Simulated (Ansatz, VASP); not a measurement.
# Cross-check of H7C5SNO5 (H7C5SNO5 (P2_1/c)) between VASP and Ansatz

One calculation is typed for both programs; each brings its own data sets. How far apart do they land? The structure shown is the start of the Ansatz relaxation below; VASP solves that cell, so the two are compared at the walk's first step.

Method: plane waves, with VASP 6.6.1 beside it; single point at PBE with D3(BJ), in Ansatz 0.2.0.

## 1. The structure

The cell holds 152 atoms: 56 H, 40 C, 8 S, 8 N and 40 O. Cell: a = 10.342 Å, b = 10.757 Å, c = 13.507 Å, α = 90.0°, β = 97.1°, γ = 90.1°. It derives from H7C5SNO5 (P2_1/c), repeated 1×1×2. As first built, before any earlier steps moved the atoms (in the runner's words): H7C5SNO5, space group P2_1/c, measured structure (Crystallography Open Database), 1 x 1 x 2 conventional cells; every coordinate displaced by a Gaussian of 0.03 A; bonds to H set to neutron lengths (C-H 1.089, N-H 1.015, O-H 0.983, B-H 1.19 A) where the measured ones are shorter.

## 2. Ansatz: relaxation, PBE with D3(BJ)

Ansatz runs on its default PAW (the set named soft_2) files.

The two programs are compared at the cell with which this relaxation starts, whose forces are those of its first step.

The input, input.yaml:

```yaml
crystal:
  lattice:
    - [10.34225, -0.00729, -0.05384]
    - [-0.0074, 10.75734, -0.00401]
    - [-1.60199, -0.00401, 13.41151]
  atoms:
    - { symbol: H, position: [0.9189, 0.39829, 0.1764] }
    - { symbol: H, position: [0.08172, 0.89681, 0.07327] }
    - { symbol: H, position: [0.08236, 0.60221, 0.32361] }
    - { symbol: H, position: [0.91947, 0.10356, 0.42588] }
    - { symbol: H, position: [0.13261, 0.34887, 0.44732] }
    - { symbol: H, position: [0.86879, 0.84905, 0.30262] }
    - { symbol: H, position: [0.86863, 0.65125, 0.05223] }
    - { symbol: H, position: [0.13343, 0.15125, 0.19748] }
    - { symbol: H, position: [0.39599, 0.26932, 0.14708] }
    - { symbol: H, position: [0.60475, 0.76961, 0.10371] }
    - { symbol: H, position: [0.60539, 0.73088, 0.35286] }
    - { symbol: H, position: [0.39641, 0.23057, 0.39688] }
    - { symbol: H, position: [0.74408, 0.53549, 0.17099] }
    - { symbol: H, position: [0.25631, 0.03439, 0.07861] }
    - { symbol: H, position: [0.25701, 0.46494, 0.32886] }
    - { symbol: H, position: [0.74493, 0.96589, 0.42042] }
    - { symbol: H, position: [0.51875, 0.45234, 0.15425] }
    - { symbol: H, position: [0.48173, 0.95219, 0.09575] }
    - { symbol: H, position: [0.48244, 0.54788, 0.34559] }
    - { symbol: H, position: [0.51953, 0.048, 0.40381] }
    - { symbol: H, position: [0.68169, 0.08155, 0.16036] }
    - { symbol: H, position: [0.31919, 0.58079, 0.09042] }
    - { symbol: H, position: [0.31986, 0.91879, 0.33975] }
    - { symbol: H, position: [0.68186, 0.41948, 0.40976] }
    - { symbol: H, position: [0.9007, 0.18061, 0.17322] }
    - { symbol: H, position: [0.10011, 0.6789, 0.07694] }
    - { symbol: H, position: [0.10078, 0.82, 0.32688] }
    - { symbol: H, position: [0.90097, 0.32151, 0.42274] }
    - { symbol: C, position: [0.72372, 0.43655, 0.16709] }
    - { symbol: C, position: [0.27681, 0.93557, 0.0828] }
    - { symbol: C, position: [0.27749, 0.56385, 0.33284] }
    - { symbol: C, position: [0.72443, 0.06472, 0.41647] }
    - { symbol: C, position: [0.60038, 0.38923, 0.1588] }
    - { symbol: C, position: [0.40021, 0.88873, 0.09132] }
    - { symbol: C, position: [0.40088, 0.61106, 0.34112] }
    - { symbol: C, position: [0.60101, 0.1115, 0.40825] }
    - { symbol: C, position: [0.58244, 0.25911, 0.15655] }
    - { symbol: C, position: [0.41829, 0.75869, 0.09395] }
    - { symbol: C, position: [0.41894, 0.74117, 0.34346] }
    - { symbol: C, position: [0.58287, 0.24153, 0.40599] }
    - { symbol: C, position: [0.69228, 0.18207, 0.16249] }
    - { symbol: C, position: [0.30851, 0.68125, 0.08809] }
    - { symbol: C, position: [0.30916, 0.8183, 0.33761] }
    - { symbol: C, position: [0.6926, 0.31903, 0.41182] }
    - { symbol: C, position: [0.81277, 0.23507, 0.17006] }
    - { symbol: C, position: [0.18794, 0.73378, 0.08022] }
    - { symbol: C, position: [0.18861, 0.76542, 0.33002] }
    - { symbol: C, position: [0.81319, 0.26658, 0.41941] }
    - { symbol: S, position: [0.15417, 0.36718, 0.11055] }
    - { symbol: S, position: [0.84681, 0.86734, 0.13983] }
    - { symbol: S, position: [0.84713, 0.6329, 0.38929] }
    - { symbol: S, position: [0.15481, 0.13286, 0.36028] }
    - { symbol: "N", position: [0.82662, 0.36016, 0.17242] }
    - { symbol: "N", position: [0.17398, 0.85881, 0.07752] }
    - { symbol: "N", position: [0.17467, 0.64034, 0.32758] }
    - { symbol: "N", position: [0.82722, 0.14153, 0.42183] }
    - { symbol: O, position: [0.29198, 0.37406, 0.15228] }
    - { symbol: O, position: [0.70877, 0.87486, 0.0989] }
    - { symbol: O, position: [0.70935, 0.62606, 0.3475] }
    - { symbol: O, position: [0.29238, 0.12576, 0.40257] }
    - { symbol: O, position: [0.14429, 0.41766, 0.99978] }
    - { symbol: O, position: [0.85838, 0.91823, 0.25059] }
    - { symbol: O, position: [0.85703, 0.58209, 0.49999] }
    - { symbol: O, position: [0.14562, 0.08217, 0.24956] }
    - { symbol: O, position: [0.07569, 0.45244, 0.16211] }
    - { symbol: O, position: [0.92547, 0.95194, 0.08769] }
    - { symbol: O, position: [0.92573, 0.5478, 0.33769] }
    - { symbol: O, position: [0.07548, 0.04797, 0.41157] }
    - { symbol: O, position: [0.10538, 0.23754, 0.10341] }
    - { symbol: O, position: [0.89442, 0.73747, 0.14678] }
    - { symbol: O, position: [0.89588, 0.76253, 0.39668] }
    - { symbol: O, position: [0.10667, 0.26256, 0.3529] }
    - { symbol: O, position: [0.46746, 0.20509, 0.14906] }
    - { symbol: O, position: [0.53333, 0.70511, 0.10163] }
    - { symbol: O, position: [0.53393, 0.79512, 0.35092] }
    - { symbol: O, position: [0.46783, 0.29507, 0.39864] }
    - { symbol: H, position: [0.91826, 0.39759, 0.6767] }
    - { symbol: H, position: [0.08122, 0.89697, 0.57393] }
    - { symbol: H, position: [0.08236, 0.6016, 0.82311] }
    - { symbol: H, position: [0.91889, 0.10281, 0.92641] }
    - { symbol: H, position: [0.13327, 0.34844, 0.94766] }
    - { symbol: H, position: [0.86722, 0.8486, 0.802] }
    - { symbol: H, position: [0.86726, 0.65127, 0.55215] }
    - { symbol: H, position: [0.13193, 0.15115, 0.69719] }
    - { symbol: H, position: [0.39512, 0.26932, 0.64655] }
    - { symbol: H, position: [0.60408, 0.76946, 0.60262] }
    - { symbol: H, position: [0.6053, 0.73064, 0.85356] }
    - { symbol: H, position: [0.39596, 0.23043, 0.89642] }
    - { symbol: H, position: [0.74372, 0.53497, 0.6711] }
    - { symbol: H, position: [0.25595, 0.03449, 0.57902] }
    - { symbol: H, position: [0.25713, 0.46448, 0.82857] }
    - { symbol: H, position: [0.74417, 0.96536, 0.92101] }
    - { symbol: H, position: [0.51821, 0.45221, 0.65412] }
    - { symbol: H, position: [0.48124, 0.9521, 0.59553] }
    - { symbol: H, position: [0.48251, 0.54761, 0.84573] }
    - { symbol: H, position: [0.51885, 0.04773, 0.90412] }
    - { symbol: H, position: [0.68054, 0.08118, 0.66028] }
    - { symbol: H, position: [0.31847, 0.58082, 0.5903] }
    - { symbol: H, position: [0.31956, 0.91839, 0.84] }
    - { symbol: H, position: [0.6817, 0.41903, 0.90953] }
    - { symbol: H, position: [0.89972, 0.17981, 0.67346] }
    - { symbol: H, position: [0.09948, 0.67913, 0.57741] }
    - { symbol: H, position: [0.10052, 0.81932, 0.82676] }
    - { symbol: H, position: [0.90067, 0.32069, 0.92282] }
    - { symbol: C, position: [0.72316, 0.43608, 0.66717] }
    - { symbol: C, position: [0.27634, 0.93565, 0.58312] }
    - { symbol: C, position: [0.27753, 0.5634, 0.83267] }
    - { symbol: C, position: [0.72376, 0.0642, 0.91687] }
    - { symbol: C, position: [0.59973, 0.38896, 0.65873] }
    - { symbol: C, position: [0.39969, 0.88871, 0.59128] }
    - { symbol: C, position: [0.40089, 0.61072, 0.84116] }
    - { symbol: C, position: [0.6004, 0.11114, 0.90851] }
    - { symbol: C, position: [0.58158, 0.25887, 0.65637] }
    - { symbol: C, position: [0.41768, 0.75866, 0.59376] }
    - { symbol: C, position: [0.41882, 0.74083, 0.84362] }
    - { symbol: C, position: [0.58243, 0.24119, 0.90601] }
    - { symbol: C, position: [0.69131, 0.18166, 0.66241] }
    - { symbol: C, position: [0.30786, 0.68129, 0.5881] }
    - { symbol: C, position: [0.30896, 0.81788, 0.83771] }
    - { symbol: C, position: [0.69227, 0.31855, 0.91178] }
    - { symbol: C, position: [0.81191, 0.23446, 0.67018] }
    - { symbol: C, position: [0.18735, 0.73391, 0.58056] }
    - { symbol: C, position: [0.18846, 0.76488, 0.82993] }
    - { symbol: C, position: [0.81279, 0.26592, 0.91954] }
    - { symbol: S, position: [0.15318, 0.36725, 0.61016] }
    - { symbol: S, position: [0.8456, 0.8672, 0.63919] }
    - { symbol: S, position: [0.84758, 0.63262, 0.88939] }
    - { symbol: S, position: [0.15376, 0.13251, 0.86001] }
    - { symbol: "N", position: [0.82594, 0.35953, 0.67259] }
    - { symbol: "N", position: [0.17347, 0.85896, 0.57797] }
    - { symbol: "N", position: [0.17463, 0.63979, 0.82732] }
    - { symbol: "N", position: [0.82666, 0.14087, 0.92219] }
    - { symbol: O, position: [0.29124, 0.37437, 0.65117] }
    - { symbol: O, position: [0.70816, 0.87426, 0.59653] }
    - { symbol: O, position: [0.7093, 0.62552, 0.84901] }
    - { symbol: O, position: [0.29176, 0.12527, 0.90107] }
    - { symbol: O, position: [0.14193, 0.41808, 0.49945] }
    - { symbol: O, position: [0.85416, 0.91766, 0.74998] }
    - { symbol: O, position: [0.85982, 0.58194, 0.0002] }
    - { symbol: O, position: [0.14251, 0.08192, 0.74919] }
    - { symbol: O, position: [0.07496, 0.45215, 0.66227] }
    - { symbol: O, position: [0.92514, 0.95227, 0.58824] }
    - { symbol: O, position: [0.92532, 0.54753, 0.83704] }
    - { symbol: O, position: [0.0752, 0.04756, 0.91192] }
    - { symbol: O, position: [0.10475, 0.2375, 0.60311] }
    - { symbol: O, position: [0.8938, 0.73752, 0.64659] }
    - { symbol: O, position: [0.89605, 0.76236, 0.89611] }
    - { symbol: O, position: [0.10576, 0.26229, 0.85323] }
    - { symbol: O, position: [0.46653, 0.205, 0.64877] }
    - { symbol: O, position: [0.53267, 0.70501, 0.6011] }
    - { symbol: O, position: [0.5338, 0.79486, 0.85136] }
    - { symbol: O, position: [0.46743, 0.29486, 0.89848] }
kpoints:
  mp_grid: { grid: [1, 1, 1] }
hamiltonian:
  xc: pbe
  dispersion: d3bj
scf:
  occupations: { method: fixed }
output:
  forces: true
  eigenvalues: true
  stress: true
relax:
  f_tol: 0.05
  max_steps: 70
```

Started as:

```
ansatz run input.yaml --threads 4 --pin off --max-ram 8192MiB --backend cpu --events-out ev --progress --plain --runs-dir out
```

Numbers of over 12 decimals in the logs are rounded to 6 here.

The program printed:

```text
Warning: output.stress: scf.convergence.dr2_threshold = 1e-7 eV (the SCF's general default) is looser than the 1.08e-8 eV advised for a printed stress (1e-10 eV for each atom of the cell: 152, of which 108 are counted). What an SCF threshold leaves in a stress goes as its square root, and in the free energy as the threshold itself, and one threshold admits the most on a small cell: [figures from the program's tests c [...]
Engine: ansatz 0.2.0, x86_64-unknown-linux-gnu
Pseudopotentials: kind: paw
Pseudopotential: H, paw, valence charge 1, recommended cutoff 420 eV (normal), H.paw.azcp
Pseudopotential: C, paw, valence charge 4, recommended cutoff 420 eV (normal), C.paw.azcp
Pseudopotential: S, paw, valence charge 6, recommended cutoff 420 eV (normal), S.paw.azcp
Pseudopotential: N, paw, valence charge 5, recommended cutoff 420 eV (normal), N.paw.azcp
Pseudopotential: O, paw, valence charge 6, recommended cutoff 420 eV (normal), O.paw.azcp
Functional definition: PBE
  parameter kappa = 0.804
  parameter beta = 0.066725
  exchange = pbe_x(kappa = kappa, mu = beta*pi^2/3)
  correlation = pbe_c(beta = beta)
Crystal: 152 atoms, lattice volume = 1491.170 Å³
Basis set: ecut = 420 eV, 29095 PW (Γ), exchange–correlation on 144×144×192 points (8 copies of the dense FFT grid, shifted against one another)
Bands: 424, of which v1, the nominal top of the filled ones, is band 272 counted from 1 (271 counted from 0)
Symmetry: 1 space group operations
Space group: P1 (ITA 1), of the structure as read, at distance tolerance 1.1e-4 Å
k-points: 1
Non-local potential: H, projectors of the file, l = 0: 2, l = 1: 1
Non-local potential: C, projectors of the file, l = 0: 2, l = 1: 2, l = 2: 1
Non-local potential: S, projectors of the file, l = 0: 2, l = 1: 2, l = 2: 2
Non-local potential: N, projectors of the file, l = 0: 2, l = 1: 2, l = 2: 1
Non-local potential: O, projectors of the file, l = 0: 2, l = 1: 2, l = 2: 1
PAW form: soft (Blöchl's): semilocal exchange-correlation on the pseudo side does not see the compensation charge
PAW one-centre angular grid: H, 110 points (default); XC on 64 Gauss nodes
PAW one-centre angular grid: C, 110 points (default); XC on 64 Gauss nodes
PAW one-centre angular grid: S, 110 points (default); XC on 64 Gauss nodes
PAW one-centre angular grid: N, 110 points (default); XC on 64 Gauss nodes
PAW one-centre angular grid: O, 110 points (default); XC on 64 Gauss nodes
Initial density: superposition of atomic densities (neutral atoms: chi_scale 0, normalization atom), corrected by the library's trained network
Initial wavefunctions: pseudopotential atomic-orbital guess
Functional: x = pbe(κ = 0.804, μ = 0.219515), c = pbe(β = 0.066725)
SCF iter   1: F=—  HF=-43913.644994 eV  |F-HF|=—  |Δ(HF+E_count)|=         —  Δρ=4.06e-3  dr2=2.21e-1  ethr=1.77e-3  ⟨swp⟩=4.0  Hψ=1618  notcnv=0  defer=146
preconditioner: auto → Resta (q_TF=auto, 2.306 Å⁻¹)  ε∞=2.7  [insulator: Δε(μ)=3.980 eV  Ē_g=16.977 eV  n_scr=312 (ndim 8)  ℏωp=22.4 eV  f_vac=0.142  ε∞_Penn≈2.7]
SCF iter   2: F=—  HF=-43913.560144 eV  |F-HF|=—  |Δ(HF+E_count)|=   8.49e-2  Δρ=1.91e-3  dr2=3.34e-2  ethr=4.06e-5  ⟨swp⟩=2.0  Hψ=656  notcnv=0  defer=150
SCF iter   3: F=—  HF=-43913.586930 eV  |F-HF|=—  |Δ(HF+E_count)|=   2.68e-2  Δρ=8.69e-4  dr2=8.68e-3  ethr=6.15e-6  ⟨swp⟩=2.0  Hψ=472  notcnv=0  defer=150
SCF iter   4: F=—  HF=-43913.592826 eV  |F-HF|=—  |Δ(HF+E_count)|=   5.90e-3  Δρ=2.35e-4  dr2=7.91e-4  ethr=1.60e-6  ⟨swp⟩=2.0  Hψ=488  notcnv=0  defer=150
SCF iter   5: F=—  HF=-43913.592954 eV  |F-HF|=—  |Δ(HF+E_count)|=   1.29e-4  Δρ=9.20e-5  dr2=1.24e-4  ethr=1.45e-7  ⟨swp⟩=2.0  Hψ=542  notcnv=0  defer=150
SCF iter   6: F=-43913.593015 eV  HF=-43913.593015 eV  |F-HF|=3.37e-7  |Δ(HF+E_count)|=   6.06e-5  Δρ=3.65e-5  dr2=2.05e-5  ethr=1.15e-8  ⟨swp⟩=17.0  Hψ=2963  notcnv=0
SCF 1 converged in 6 iterations: F = -43913.593015 eV  dr2 = 2.05e-5
[...]
- { symbol: C, position: [0.187745, 0.731762, 0.077087] }
    - { symbol: C, position: [0.188271, 0.767960, 0.327164] }
    - { symbol: C, position: [0.813393, 0.268424, 0.422727] }
    - { symbol: S, position: [0.152733, 0.366938, 0.110088] }
    - { symbol: S, position: [0.848206, 0.867450, 0.139995] }
    - { symbol: S, position: [0.848444, 0.633119, 0.389725] }
    - { symbol: S, position: [0.153146, 0.132751, 0.360074] }
    - { symbol: N, position: [0.826264, 0.357497, 0.174182] }
    - { symbol: N, position: [0.174500, 0.856864, 0.075394] }
    - { symbol: N, position: [0.174943, 0.642831, 0.325653] }
    - { symbol: N, position: [0.826613, 0.143319, 0.424258] }
    - { symbol: O, position: [0.291511, 0.372969, 0.152671] }
    - { symbol: O, position: [0.709447, 0.873540, 0.097405] }
    - { symbol: O, position: [0.709699, 0.627161, 0.347046] }
    - { symbol: O, position: [0.291678, 0.126858, 0.403267] }
    - { symbol: O, position: [0.144499, 0.416893, 0.999270] }
    - { symbol: O, position: [0.856595, 0.917623, 0.250800] }
    - { symbol: O, position: [0.856581, 0.582928, 0.500473] }
    - { symbol: O, position: [0.145810, 0.082645, 0.249295] }
    - { symbol: O, position: [0.073623, 0.453144, 0.160913] }
    - { symbol: O, position: [0.927700, 0.953388, 0.089130] }
    - { symbol: O, position: [0.927626, 0.547017, 0.338869] }
    - { symbol: O, position: [0.073353, 0.046683, 0.410555] }
    - { symbol: O, position: [0.102586, 0.237619, 0.102986] }
    - { symbol: O, position: [0.897819, 0.738094, 0.147140] }
    - { symbol: O, position: [0.898604, 0.762423, 0.397026] }
    - { symbol: O, position: [0.103309, 0.262027, 0.352694] }
    - { symbol: O, position: [0.464448, 0.200905, 0.150596] }
    - { symbol: O, position: [0.536312, 0.701178, 0.099447] }
    - { symbol: O, position: [0.536825, 0.799275, 0.349190] }
    - { symbol: O, position: [0.464850, 0.299063, 0.400655] }
    - { symbol: H, position: [0.918541, 0.395916, 0.677867] }
    - { symbol: H, position: [0.081269, 0.895632, 0.572278] }
    - { symbol: H, position: [0.081992, 0.603715, 0.821930] }
    - { symbol: H, position: [0.919006, 0.104202, 0.927916] }
    - { symbol: H, position: [0.132330, 0.347696, 0.947228] }
    - { symbol: H, position: [0.868016, 0.848135, 0.802470] }
    - { symbol: H, position: [0.868278, 0.652066, 0.552586] }
    - { symbol: H, position: [0.131679, 0.151581, 0.697052] }
    - { symbol: H, position: [0.391957, 0.265696, 0.647780] }
    - { symbol: H, position: [0.607535, 0.765945, 0.601347] }
    - { symbol: H, position: [0.608517, 0.734172, 0.852151] }
    - { symbol: H, position: [0.392673, 0.233852, 0.897924] }
    - { symbol: H, position: [0.741467, 0.532242, 0.671215] }
    - { symbol: H, position: [0.258571, 0.032073, 0.578591] }
    - { symbol: H, position: [0.259155, 0.467477, 0.828523] }
    - { symbol: H, position: [0.741714, 0.967764, 0.921556] }
    - { symbol: H, position: [0.514300, 0.448202, 0.654175] }
    - { symbol: H, position: [0.485548, 0.948282, 0.595371] }
    - { symbol: H, position: [0.486263, 0.551637, 0.845550] }
    - { symbol: H, position: [0.514716, 0.051534, 0.904396] }
    - { symbol: H, position: [0.680575, 0.078106, 0.663231] }
    - { symbol: H, position: [0.318609, 0.578019, 0.586594] }
    - { symbol: H, position: [0.319779, 0.921653, 0.836729] }
    - { symbol: H, position: [0.681630, 0.421815, 0.913101] }
    - { symbol: H, position: [0.901234, 0.177812, 0.676874] }
    - { symbol: H, position: [0.098164, 0.677480, 0.573226] }
    - { symbol: H, position: [0.099171, 0.821783, 0.823039] }
    - { symbol: H, position: [0.902097, 0.322358, 0.926784] }
    - { symbol: C, position: [0.721424, 0.433210, 0.668035] }
    - { symbol: C, position: [0.278411, 0.933074, 0.581799] }
    - { symbol: C, position: [0.279134, 0.566516, 0.831738] }
    - { symbol: C, position: [0.721863, 0.066760, 0.918248] }
    - { symbol: C, position: [0.597070, 0.385469, 0.659575] }
    - { symbol: C, position: [0.402667, 0.885461, 0.590104] }
    - { symbol: C, position: [0.403459, 0.614324, 0.840207] }
    - { symbol: C, position: [0.597595, 0.114363, 0.909754] }
    - { symbol: C, position: [0.579620, 0.255244, 0.658023] }
    - { symbol: C, position: [0.419881, 0.755261, 0.591642] }
    - { symbol: C, position: [0.420843, 0.744553, 0.841833] }
    - { symbol: C, position: [0.580360, 0.244558, 0.908094] }
    - { symbol: C, position: [0.690846, 0.178623, 0.664834] }
    - { symbol: C, position: [0.308521, 0.678526, 0.585003] }
    - { symbol: C, position: [0.309576, 0.821124, 0.835046] }
    - { symbol: C, position: [0.691719, 0.321306, 0.914815] }
    - { symbol: C, position: [0.812281, 0.232061, 0.672745] }
    - { symbol: C, position: [0.187195, 0.731836, 0.577246] }
    - { symbol: C, position: [0.188173, 0.767615, 0.827118] }
    - { symbol: C, position: [0.813061, 0.268003, 0.922738] }
    - { symbol: S, position: [0.151970, 0.367001, 0.609935] }
    - { symbol: S, position: [0.847361, 0.867258, 0.639639] }
    - { symbol: S, position: [0.848685, 0.632862, 0.889853] }
    - { symbol: S, position: [0.152516, 0.132464, 0.859890] }
    - { symbol: N, position: [0.825657, 0.357185, 0.674335] }
    - { symbol: N, position: [0.174043, 0.856947, 0.575652] }
    - { symbol: N, position: [0.174863, 0.642484, 0.825480] }
    - { symbol: N, position: [0.826230, 0.142893, 0.924442] }
    - { symbol: O, position: [0.290867, 0.373089, 0.652207] }
    - { symbol: O, position: [0.708938, 0.873121, 0.596167] }
    - { symbol: O, position: [0.709683, 0.626725, 0.847869] }
    - { symbol: O, position: [0.291256, 0.126458, 0.902543] }
[...]
- { symbol: O, position: [0.101957, 0.237642, 0.602825] }
    - { symbol: O, position: [0.897290, 0.738010, 0.646988] }
    - { symbol: O, position: [0.898697, 0.762232, 0.896710] }
    - { symbol: O, position: [0.102777, 0.261784, 0.852841] }
    - { symbol: O, position: [0.463696, 0.200867, 0.650440] }
    - { symbol: O, position: [0.535709, 0.701023, 0.599063] }
    - { symbol: O, position: [0.536755, 0.798971, 0.849474] }
    - { symbol: O, position: [0.464508, 0.298774, 0.900465] }
```

Reading the cycles: dr2 is the Hartree energy of the density residual (eV), the measure of convergence; HF is the Harris–Foulkes estimate of the energy, which meets the free energy F at convergence.

(Part 1 of 2 ends here.)

[Lines on the potential files, build, host, timing and source positions are cut from VASP's logs without a mark.]

[Logs are printed without paths, hosts, clocks, repeated set-up lines and the standing remarks that a program may print on its own settings, such as how far it seeks lower states.]

[Hosts, paths, dates, database ids (printed as entryN), source tags and the programs' standing remarks are cut or masked in the printed files.]
